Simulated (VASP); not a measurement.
All values below come from rev-vdW-DF2, VASP's PBE PAW potentials (set 64) (plane waves; VASP).

VASP input:

File POSCAR:
```
GaAs
2.8575330
  0.0000000000   0.9999999443   0.9999999443
  0.9999999443   0.0000000000   0.9999999443
  0.9999999443   0.9999999443   0.0000000000
Ga As
1 1
Direct
  0.0000000000   0.0000000000   0.0000000000
  0.2500000000   0.2500000000   0.2500000000
```

INCAR:
```
SYSTEM = GaAs
PREC = Accurate
ENCUT = 520
EDIFF = 1E-7
NELM = 100
ALGO = Normal
LREAL = .FALSE.
LASPH = .TRUE.
ISMEAR = 0
SIGMA = 0.05
GGA = MK
PARAM1 = 0.1234568
PARAM2 = 0.7114
ZAB_VDW = -1.8867
LUSE_VDW = .TRUE.
AGGAC = 0.0
LMAXMIX = 4
LWAVE = .FALSE.
LCHARG = .FALSE.
LORBIT = 11
ICHARG = 11
```

### KPOINTS
```
k-points along high-symmetry lines
15
Line-mode
Reciprocal
  0.000000   0.000000   0.000000 ! GAMMA
 -0.500000  -0.500000   0.000000 ! X

 -0.500000  -0.500000   0.000000 ! X
 -0.375000  -0.375000   0.250000 ! U

 -0.375000   0.000000   0.375000 ! K
  0.000000   0.000000   0.000000 ! GAMMA

  0.000000   0.000000   0.000000 ! GAMMA
  0.000000   0.000000   0.500000 ! L

  0.000000   0.000000   0.500000 ! L
 -0.500000  -0.250000   0.250000 ! W

 -0.500000  -0.250000   0.250000 ! W
 -0.500000  -0.500000   0.000000 ! X
```

POTCAR, in this order: Ga_d As (PBE.64 set). Program: vasp_std. Read from the step before: CHGCAR.

Output of the run:

File OSZICAR:
```
       N       E                     dE             d eps       ncg     rms          rms(c)
DAV:   1     0.861961784038E+02    0.86196E+02   -0.92350E+03  2356   0.191E+03
DAV:   2     0.413066789619E+01   -0.82066E+02   -0.79196E+02  2550   0.331E+02
DAV:   3    -0.226429335000E+01   -0.63950E+01   -0.62734E+01  2920   0.747E+01
DAV:   4    -0.237815043790E+01   -0.11386E+00   -0.11374E+00  2711   0.109E+01
DAV:   5    -0.238016510830E+01   -0.20147E-02   -0.20145E-02  2858   0.125E+00
DAV:   6    -0.238025245482E+01   -0.87347E-04   -0.87346E-04  3277   0.225E-01
DAV:   7    -0.238025358930E+01   -0.11345E-05   -0.11345E-05  2907   0.177E-02
DAV:   8    -0.238025361783E+01   -0.28531E-07   -0.28744E-07  2178   0.259E-03
   1 F= -.23802536E+01 E0= -.23800999E+01  d E =-.307388E-03
```

### OUTCAR
```
 val. band max:        3.5461166803   @ k =   0.0000   0.0000   0.0000

 cond. band min:       3.7005253743   @ k =   0.0000   0.0000   0.0000



 k-point     1 :       0.0000    0.0000    0.0000
  band No.  band energies     occupation
      1     -11.2884      2.00000
      2     -11.2884      2.00000
      3     -11.2884      2.00000
      4     -11.2177      2.00000
      5     -11.2177      2.00000
      6      -8.9825      2.00000
      7       3.5461      1.98432
      8       3.5461      1.98432
      9       3.5461      1.98432
     10       3.7005      0.05105
     11       7.2300      0.00000
     12       7.2300      0.00000
     13       7.2300      0.00000

 k-point     2 :      -0.0357   -0.0357    0.0000
  band No.  band energies     occupation
      1     -11.2900      2.00000
      2     -11.2879      2.00000
      3     -11.2879      2.00000
      4     -11.2179      2.00000
      5     -11.2176      2.00000
      6      -8.9634      2.00000
      7       2.9938      2.00000
      8       3.4817      1.99998
      9       3.4817      1.99998
     10       4.2496      0.00000
     11       7.1559      0.00000
     12       7.3185      0.00000
     13       7.3185      0.00000

 k-point     3 :      -0.0714   -0.0714    0.0000
  band No.  band energies     occupation
      1     -11.2946      2.00000
      2     -11.2864      2.00000
      3     -11.2864      2.00000
      4     -11.2185      2.00000
      5     -11.2172      2.00000
      6      -8.9062      2.00000
      7       2.3750      2.00000
      8       3.3062      2.00000
      9       3.3062      2.00000
     10       4.8523      0.00000
     11       6.9619      0.00000
     12       7.5658      0.00000
     13       7.5658      0.00000

 k-point     4 :      -0.1071   -0.1071    0.0000
  band No.  band energies     occupation
      1     -11.3018      2.00000
      2     -11.2839      2.00000
      3     -11.2839      2.00000
      4     -11.2196      2.00000
...
```

The density is held fixed in this step, so its total energy and stress have no physical meaning.

The compound is GaAs in the zinc blende structure. It was relaxed first.
